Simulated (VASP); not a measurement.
Cd2SeO:

```xyz
4
Lattice="3.6784 0.0000 0.0000 0.0000 3.6784 0.0000 0.0000 0.0000 5.2020" Properties=species:S:1:pos:R:3 pbc="T T T"
O     0.0000    0.0000    0.0000
Cd    0.0000    1.8392    3.9015
Cd    1.8392    0.0000    1.3005
Se    1.8392    1.8392    2.6010
```

The cell was built by a generator and needn't be a form met in nature.

```yaml
Program: VASP 6.6.1
Task: relaxation of cell and atoms
Functional: PBE
Potentials_or_basis: VASP PAW PBE potentials, release 64 (O, Cd, Se)
Cutoff: 600 eV
k_mesh: 6 × 6 × 4
Occupations: fermi-dirac, width 0.02 eV
Spin: no spin polarisation
```

At the start: pressure 37.1 GPa; volume 17.60 Å³/atom.

Problem. Where does the relaxation end?

Solution. Over 17 steps the energy falls by 761.1 meV/atom and the volume is 22.64 Å³/atom (+28.6 %); space group P-4m2 (No. 115, to 0.05 Å).

Step by step:
| step | energy change (eV) | largest force (eV/Å) | pressure (GPa) | volume (Å³) |
| --- | --- | --- | --- | --- |
| 1 | 0.0000 | 5.4125 | 37.11 | 70.39 |
| 2 | -1.8639 | 0.0792 | -9.91 | 120.59 |
| 3 | -2.8648 | 1.0027 | -2.18 | 95.71 |
| 4 | -2.8660 | 1.0441 | -1.85 | 95.16 |
| 5 | -2.8658 | 1.0872 | -1.51 | 94.61 |
| 6 | -2.9723 | 0.7370 | -0.59 | 92.30 |
| 7 | -3.0291 | 0.0642 | 1.71 | 88.47 |
| 8 | -3.0316 | 0.1965 | 1.25 | 89.14 |
| 9 | -3.0408 | 0.0168 | -0.40 | 91.30 |
| 10 | -3.0414 | 0.0251 | -0.09 | 90.85 |
| 11 | -3.0421 | 0.0136 | -0.05 | 90.78 |
| 12 | -3.0435 | 0.0167 | 0.05 | 90.57 |
| 13 | -3.0433 | 0.0680 | 0.27 | 90.12 |
| 14 | -3.0438 | 0.0359 | 0.15 | 90.38 |
| 15 | -3.0440 | 0.0206 | -0.18 | 90.83 |
| 16 | -3.0441 | 0.0264 | -0.07 | 90.67 |
| 17 | -3.0443 | 0.0016 | 0.01 | 90.55 |

Final structure:
```
O Cd Se
1.0
     4.03808    0.00000    0.00000
     0.00000    4.03808    0.00000
     0.00000    0.00000    5.55308
O Cd Se
1 2 1
Cartesian
  0.0000 0.0000 0.0000
  0.0000 2.0190 4.4782
  2.0190 4.0381 1.0749
  2.0190 2.0190 2.7765
```

Caveat: the volume moved by over 15 % at a fixed basis, so the end points are rough.
